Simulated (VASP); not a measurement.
Set up this calculation in VASP 6.6.1, as the native input.

```yaml
Task: relaxation of cell and atoms
Functional: PBE
Potentials_or_basis: VASP PAW PBE potentials, release 64 (Ga_d, Bi_d, Se)
Cutoff: 520 eV
k_mesh: 6 × 8 × 4
Occupations: gaussian, width 0.1 eV
Spin: no spin polarisation
Further_INCAR_settings: ALGO = Normal; EDIFF = 1e-06; IBRION = 2; EDIFFG = -0.01; NSW = 90; ISIF = 3
```

The structure of GaBiSe4 lies in POSCAR:

```
GaBiSe4
1.0
    5.7059274400      0.0000000000      0.0000000000
    0.0000000000      3.9860000000      0.0000000000
   -1.2639761100      0.0000000000      6.9485047600
Ga Bi Se
1 1 4
Direct
    0.0000000000      0.0000000000      0.0000000000
    0.5000000000      0.5000000000      0.5000000000
    0.1402916200      0.0000000000      0.3501396200
    0.8597083800      0.0000000000      0.6498603800
    0.3256477100      0.5000000000      0.8865654700
    0.6743522900      0.5000000000      0.1134345300
```

The cell was built by a generator and needn't be a form met in nature.

One way to write it, as run:

INCAR

```
SYSTEM = GaBiSe4
ALGO = Normal
EDIFF = 1E-6
EDIFFG = -0.01
ENCUT = 520
GGA = PE
IBRION = 2
ISIF = 3
ISMEAR = 0
KPAR = 4
LASPH = .TRUE.
LCHARG = .FALSE.
LREAL = .FALSE.
LWAVE = .FALSE.
NELM = 120
NSW = 90
PREC = Accurate
SIGMA = 0.1
```

KPOINTS

```
k-points
0
G
  6 8 4
  0 0 0
```

Potentials or basis: VASP PAW PBE potentials, release 64 (Ga_d, Bi_d, Se).

Run with:

```bash
$ cat potpaw_PBE.64/Ga_d/POTCAR potpaw_PBE.64/Bi_d/POTCAR potpaw_PBE.64/Se/POTCAR > POTCAR
$ mpirun -np 4 vasp_std > vasp.out
```

It gave:

| Item | Value |
| --- | --- |
| Relaxed volume | 27.07 Å³/atom |
| Relaxed cell | a = 5.471 Å, b = 4.188 Å, c = 7.175 Å, α = 90.00°, β = 98.85°, γ = 90.00° |
| Space group after relaxing (to 0.05 Å) | P2/m (No. 10) |
| Energy gained by relaxing | 28.3 meV/atom |
| Ionic steps | 14 |
| Pressure after relaxing | 0.0 GPa |
| Largest force after relaxing | 0.007 eV/Å |
| Band gap on the k mesh | none (metal or under the smearing width) |

Caveat: spin-orbit coupling is left out, which moves the levels of the heavy elements.

It took 9.9 min on 4 MPI ranks on Intel(R) Xeon(R) Platinum 8488C (Sapphire Rapids) (shared host), peak memory 0.49 GiB a rank.
